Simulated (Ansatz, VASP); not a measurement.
# Ni (Ni(111)): VASP beside Ansatz, part 3 of 3

Wanted: the spread between two codes on one cell, functional and k mesh. The cell is taken from a series of runs on this material, whose earlier steps may have relaxed, scaled, displaced or heated it; both programs get it as it stands.

VASP 6.6.1 and Ansatz 0.2.0.

So far: The structure; Ansatz: single point, PBE, pair 1; VASP: single point, PBE, pair 1; Comparison; Ansatz: single point, PBE, pair 2; VASP: single point, PBE, pair 2.

## (8) Ansatz: single point, PBE, pair 3

Level of this step: Ansatz beside VASP: Kohn-Sham DFT, plane waves, PBE (Ansatz).

With cell and atoms fixed, the geometry can't cause a difference; cores, projectors, grids and the points listed under the comparison can. This pair takes another cell of the material, with 8 atoms against 7 for the pair before.

The cell is taken from a series of runs on this material, whose earlier steps may have relaxed, scaled, displaced or heated it; both programs get it as it stands.

Input file input.yaml:

```yaml
crystal:
  lattice:
    - [2.4890158698, 0.0, 0.0]
    - [1.2445079349, 2.1555509736, 0.0]
    - [0.0, 0.0, 32.2259106328]
  atoms:
    - { symbol: Ni, position: [0.6666666667, 0.6666666667, 0.2792783764], spin: 0.7 }
    - { symbol: Ni, position: [0.0, 0.0, 0.3423416974], spin: 0.7 }
    - { symbol: Ni, position: [0.3333333333, 0.3333333333, 0.4054050185], spin: 0.7 }
    - { symbol: Ni, position: [0.6666666667, 0.6666666667, 0.4684683395], spin: 0.7 }
    - { symbol: Ni, position: [0.0, 0.0, 0.5315316605], spin: 0.7 }
    - { symbol: Ni, position: [0.3333333333, 0.3333333333, 0.5945949815], spin: 0.7 }
    - { symbol: Ni, position: [0.6666666667, 0.6666666667, 0.6576583026], spin: 0.7 }
    - { symbol: Ni, position: [0.0, 0.0, 0.7207216236], spin: 0.7 }
magnetization:
  spin_polarized: true
kpoints:
  mp_grid: { grid: [19, 19, 1] }
hamiltonian:
  xc: pbe
scf:
  occupations: { method: fermi_dirac, width: 0.1 }
  convergence: { dr2_threshold: 1.0e-09 }
efield:
  axis: 3
  dipole_correction: true
  ramp_position: 0.97
  ramp_width: 0.06
output:
  write_potential: true
  write_density: true
  volumetric_format: npy
```

The run is started by

```
> ansatz run input.yaml --threads 4 --pin off --max-ram 6144MiB --backend cpu --events-out ev --progress --plain --runs-dir out
```

Numbers of over 12 decimals in the logs are rounded to 6 here.

Log:

```text
[...]
Crystal: 8 atoms, lattice volume = 172.898 Å³
Basis set: ecut = 420 eV, 3233 PW (Γ)
Bands: 90, of which v1, the nominal top of the filled ones, is band 72 counted from 1 (71 counted from 0)
Symmetry: 6 space group operations
k-points: 40 of 361 (time reversal used)
[...]
k-point 1 ↑: bands = [... 68 lower, 5.4373, 5.5186, 5.5551, 5.6923, 5.6932, 5.7298, 5.8480, 5.8828, ... 14 higher]
  k-point 2 ↑: bands = [... 68 lower, 5.3960, 5.4481, 5.4987, 5.5447, 5.7020, 5.7303, 5.8864, 6.0060, ... 14 higher]
  k-point 39 ↓: bands = [... 68 lower, 6.7605, 6.7856, 6.7892, 6.8547, 10.7719, 10.9741, 11.3149, 11.7309, ... 14 higher]
[key lines of the parts left out:]
SCF converged after 18 iterations
Magnetization: 5.1967 μB (74.5984 up, 69.4016 down)
Free energy (F): -46716.689090 eV
Fermi energy:    6.678887 eV
Dipole field:    D = 0.000006 V/Å  (p = 0.000005 e·Å, saw-weighted, corrected)
Work function:   Φ+ = 5.0661 eV   Φ− = 5.0663 eV
```

## (9) VASP: single point, PBE, pair 3

The same cell, functional, mesh and smearing now go to VASP, with its own data sets.

Input file INCAR:

```
SYSTEM = Ni
PREC = Accurate
ENCUT = 520
EDIFF = 1E-06
NELM = 200
ISMEAR = -1
SIGMA = 0.1
LREAL = .FALSE.
ALGO = Normal
GGA = PE
NBANDS = 57
ISPIN = 2
MAGMOM = 0.71 0.71 0.67 0.66 0.66 0.67 0.71 0.71
LASPH = .TRUE.
LMAXMIX = 4
LORBIT = 11
LWAVE = .FALSE.
LCHARG = .FALSE.
ISIF = 2
LDIPOL = .TRUE.
IDIPOL = 3
DIPOL = 0.5 0.5 0.5
LVHAR = .TRUE.
GGA_COMPAT = .FALSE.
NELMDL = -8
KPAR = 2
```

Input file POSCAR:

```
Ni
1.0
    2.4890158698      0.0000000000      0.0000000000
    1.2445079349      2.1555509736      0.0000000000
    0.0000000000      0.0000000000     32.2259106328
Ni
8
Direct
    0.6666666666      0.6666666666      0.2792783764
    1.0000000000      1.0000000000      0.3423416974
    0.3333333333      0.3333333333      0.4054050185
    0.6666666666      0.6666666666      0.4684683395
    1.0000000000      1.0000000000      0.5315316605
    0.3333333333      0.3333333333      0.5945949815
    0.6666666666      0.6666666666      0.6576583026
    1.0000000000      1.0000000000      0.7207216236
```

Input file KPOINTS:

```
Automatic mesh
0
Gamma
19 19 1
0 0 0
```

PAW data sets: Ni (PBE family, release 64).

The run is started by

```
> mpirun -np 2 vasp_std
```

Log:

```text
[banner, memory and clock lines left out]
running    2 mpi-ranks, on    1 nodes
[...]
LDA part: xc-table for (Slater+PW92), standard interpolation
 POSCAR, INCAR and KPOINTS ok, starting setup
[...]
entering main loop
       N       E                     dE             d eps       ncg     rms          rms(c)
DAV:   1     0.615107572202E+03    0.61511E+03   -0.35634E+04  9144   0.170E+03
DAV:   2     0.717058105882E+01   -0.60794E+03   -0.57173E+03  9120   0.355E+02
DAV:   3    -0.493290132042E+02   -0.56500E+02   -0.51653E+02  9666   0.144E+02
DAV:   4    -0.506343344573E+02   -0.13053E+01   -0.12995E+01 10058   0.246E+01
[...]
DAV:  50    -0.427037872037E+02   -0.41740E-05   -0.38892E-08  5998   0.248E-03    0.394E-03
DAV:  51    -0.427037914470E+02   -0.42434E-05   -0.86337E-08  6018   0.281E-03    0.174E-03
DAV:  52    -0.427037918732E+02   -0.42613E-06   -0.20768E-08  5877   0.130E-03
   1 F= -.42703792E+02 E0= -.42476113E+02  d E =-.455357E+00  mag=     5.0799
```

From OUTCAR (step 9):

```text
  Total       -1.5961789     -1.5961789     -0.6368884      0.0000000      0.0000000      0.0000000
  in kB      -14.7911179    -14.7911179     -5.9017762      0.0000000      0.0000000      0.0000000
  external PRESSURE =     -11.8280040 kB  Pullay stress =       0.0000000 kB

 POSITION                                       TOTAL-FORCE (eV/Angst)
 -----------------------------------------------------------------------------------
      2.48902      1.43703      9.00000        -0.000000      0.000000      0.145985
      0.00000      0.00000     11.03227         0.000000     -0.000000     -0.128486
      1.24451      0.71852     13.06455         0.000000      0.000000     -0.022782
      2.48902      1.43703     15.09682         0.000000     -0.000000     -0.001178
      0.00000      0.00000     17.12909         0.000000      0.000000      0.001178
      1.24451      0.71852     19.16136        -0.000000     -0.000000      0.022782
      2.48902      1.43703     21.19364        -0.000000     -0.000000      0.128486
      0.00000      0.00000     23.22591         0.000000     -0.000000     -0.145985
 -----------------------------------------------------------------------------------
    total drift:                               -0.000001     -0.000001      0.001690

  FREE ENERGIE OF THE ION-ELECTRON SYSTEM (eV)
  ---------------------------------------------------
  free  energy   TOTEN  =       -42.7037918732 eV

  energy  without entropy=      -42.2484343782  energy(sigma->0) =      -42.47611313

 magnetization (x)
# of ion       s       p       d       tot
------------------------------------------
    1       -0.005  -0.023   0.703   0.675
    2       -0.007  -0.025   0.700   0.668
    3       -0.006  -0.024   0.660   0.629
    4       -0.006  -0.024   0.652   0.621
    5       -0.006  -0.024   0.652   0.621
    6       -0.006  -0.024   0.660   0.629
    7       -0.007  -0.025   0.700   0.668
    8       -0.005  -0.023   0.703   0.675
--------------------------------------------------
tot         -0.049  -0.194   5.429   5.187

[... 3 further parts left out ...]
[key lines of the parts left out:]
E-fermi :   2.2545
```

## (10) Side by side

What differs besides the data sets and the points named for the pairs above, as far as they apply: the data sets hold 144 valence electrons in Ansatz (on its default PAW (the set named soft_2) files) and 80 in VASP. Total energies have different zeros and are not compared.

The two programs side by side:

| quantity | Ansatz | VASP | difference |
| --- | --- | --- | --- |
| total moment (μB) | 5.20 | 5.08 | +0.12 |
| moment on Ni1 (μB) | 0.71 | 0.68 | +0.04 |
| moment on Ni8 (μB) | 0.71 | 0.68 | +0.04 |
| moment on Ni7 (μB) | 0.71 | 0.67 | +0.04 |
| moment on Ni2 (μB) | 0.71 | 0.67 | +0.04 |
| moment on Ni6 (μB) | 0.67 | 0.63 | +0.04 |
| moment on Ni3 (μB) | 0.67 | 0.63 | +0.04 |
| moment on Ni4 (μB) | 0.66 | 0.62 | +0.04 |
| moment on Ni5 (μB) | 0.66 | 0.62 | +0.04 |
| work function, lower of the two faces (eV) | 5.07 | 5.05 | +0.02 |
| work function, higher of the two faces (eV) | 5.07 | 5.05 | +0.02 |

With vacuum in the cell, a pressure given here is an average over mostly empty space and none of the material.

## (11) Outcome

| Item | Value |
| --- | --- |
| difference in work function, higher of the two faces (single point, PBE, pair 1) | 0.025 eV |
| difference in work function, higher of the two faces (single point, PBE, pair 2) | 0.022 eV |
| difference in work function, higher of the two faces (single point, PBE, pair 3) | 0.021 eV |

The difference in work function, higher of the two faces is 0.025 eV (single point, PBE, pair 1). The data sets hold unlike numbers of valence electrons (126 in Ansatz and 70 in VASP and 144 in Ansatz and 80 in VASP), so part of the differences comes from the potentials. How closely two codes agree says nothing of how well the functional describes the real material.

[Lines on the potential files, build, host, timing and source positions are cut from VASP's logs without a mark.]

[Logs are printed without paths, hosts, clocks, repeated set-up lines and the standing remarks that a program may print on its own settings, such as how far it seeks lower states.]

[Hosts, paths, dates, database ids (printed as entryN), source tags and the programs' standing remarks are cut or masked in the printed files.]
